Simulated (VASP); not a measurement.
Given:

```yaml
crystal:
  lattice:
    - [-1.69400, 1.69400, 1.69400]
    - [1.69400, -1.69400, 1.69400]
    - [1.69400, 1.69400, -1.69400]
  atoms:
    - { symbol: Li, position: [0.00000, 0.00000, 0.00000] }
```

Method: vdW-DF2, VASP's PBE PAW potentials (set 64) (plane waves; VASP). Settings: 520 eV cut-off, 17×17×17 Γ-centred mesh, tetrahedra with Blöchl corrections, potentials Li_sv.

### Question
Estimate the energy per atom (σ→0), band gap (on the k-mesh) with the smallest direct gap where there is one.

### Answer

```yaml
band gap (on the k-mesh): none (metal, semimetal or under 0.01 eV)
energy per atom (σ→0): -1.036 eV/atom
```

Total energies compare only between runs with the same potentials, cut-off and functional.

The compound is Li in the bcc structure. It was relaxed first, which changed the volume by -9 %.
